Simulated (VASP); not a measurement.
Output of a VASP run:

### OSZICAR
```
       N       E                     dE             d eps       ncg     rms          rms(c)
DAV:   1     0.287121805301E+03    0.28712E+03   -0.13686E+04  2858   0.162E+03
DAV:   2     0.346480153858E+01   -0.28366E+03   -0.27838E+03  2871   0.474E+02
DAV:   3    -0.324461101007E+02   -0.35911E+02   -0.34746E+02  5378   0.140E+02
DAV:   4    -0.343830189447E+02   -0.19369E+01   -0.19269E+01  3367   0.327E+01
DAV:   5    -0.344835885530E+02   -0.10057E+00   -0.10053E+00  4307   0.637E+00    0.226E+01
DAV:   6    -0.274548348893E+02    0.70288E+01   -0.59597E+01  3696   0.668E+01    0.577E+00
DAV:   7    -0.272808758840E+02    0.17396E+00   -0.57845E+00  3728   0.209E+01    0.474E+00
DAV:   8    -0.273251511945E+02   -0.44275E-01   -0.22164E-01  3644   0.425E+00    0.109E+00
DAV:   9    -0.273323552554E+02   -0.72041E-02   -0.56878E-02  3691   0.208E+00    0.255E-01
DAV:  10    -0.273328405468E+02   -0.48529E-03   -0.18879E-03  3743   0.441E-01    0.682E-02
DAV:  11    -0.273328687677E+02   -0.28221E-04   -0.25288E-04  3792   0.154E-01    0.252E-02
DAV:  12    -0.273328676331E+02    0.11346E-05   -0.26601E-05  4327   0.476E-02    0.338E-03
DAV:  13    -0.273328680761E+02   -0.44302E-06   -0.47798E-07  1980   0.722E-03
   1 F= -.27332868E+02 E0= -.27330849E+02  d E =-.403778E-02
```

**OUTCAR**
```
------------------------ aborting loop because EDIFF is reached ----------------------------------------
  FORCE on cell =-STRESS in cart. coord.  units (eV):
  Direction    XX          YY          ZZ          XY          YZ          ZX
  --------------------------------------------------------------------------------------
  Total        8.3160485      8.3160485      8.6071602      0.0000000      0.0000000      0.0000000
  in kB      316.9751471    316.9751471    328.0711852      0.0000000      0.0000000      0.0000000
  external PRESSURE =     320.6738265 kB  Pullay stress =       0.0000000 kB
  volume of cell :       42.03
      direct lattice vectors                 reciprocal lattice vectors
    -1.458723000  1.458723000  4.938519000     0.000000000  0.342765556  0.101244928
     1.458723000 -1.458723000  4.938519000     0.342765556  0.000000000  0.101244928
     1.458723000  1.458723000 -4.938519000     0.342765556  0.342765556  0.000000000
 POSITION                                       TOTAL-FORCE (eV/Angst)
 -----------------------------------------------------------------------------------
      0.00000      0.00000      7.40778        -0.000000      0.000000     -0.467373
      0.00000      1.45872      0.00000         0.000000     -0.000000     -0.467373
      0.00000      0.00000      1.63959        -0.000000      0.000000      0.467373
      0.00000      1.45872      4.10885         0.000000     -0.000000      0.467373
 -----------------------------------------------------------------------------------
    total drift:                                0.000001      0.000001      0.000070
  FREE ENERGIE OF THE ION-ELECTRON SYSTEM (eV)
  ---------------------------------------------------
  free  energy   TOTEN  =       -27.3328680761 eV

  energy  without entropy=      -27.3288302924  energy(sigma->0) =      -27.33084918
```
(Selected blocks of OUTCAR.)

### POSCAR
```
TiB
1
   -1.4587230000     1.4587230000     4.9385190000
    1.4587230000    -1.4587230000     4.9385190000
    1.4587230000     1.4587230000    -4.9385190000
Ti B
2 2
Direct
  0.7500000000   0.7500000000   0.0000000000
  0.5000000000   0.0000000000   0.5000000000
  0.1660000000   0.1660000000   0.0000000000
  0.9160000000   0.4160000000   0.5000000000
```

Q: Write an INCAR and KPOINTS that could have produced this output.

A: One answer among several that fit: the input of the run itself, PBE GGA, plane waves, VASP's PBE PAW potentials (set 64).

**KPOINTS**
```
Automatic mesh
0
Gamma
9 9 9
0 0 0
```

INCAR:
```
SIGMA=0.05   # width (eV)
LWAVE=.FALSE.
NELM=100   # most electronic steps
PREC=Accurate
ISIF=2   # forces and stress, cell fixed
EDIFF=1E-6   # SCF stop (eV)
GGA=PE   # PBE
ENCUT=400   # plane-wave cut-off (eV)
LASPH=.TRUE.   # aspherical one-centre terms
LREAL=.FALSE.
LCHARG=.FALSE.
ISMEAR=0   # Gaussian
ALGO=Normal
LMAXMIX=4
SYSTEM=TiB
```

POTCAR, in this order: Ti_sv B (PBE.64 set). Program: vasp_std.

At this cut-off the stress carries a Pulay error, which pulls relaxed volumes low.

The structure was generated: TiB was put into an ordered model structure, which need not be its known phase. The cell was not relaxed at this level. The k-mesh is coarse (spacing up to 0.34 per Å, 2π included), so the numbers may not be converged in it.
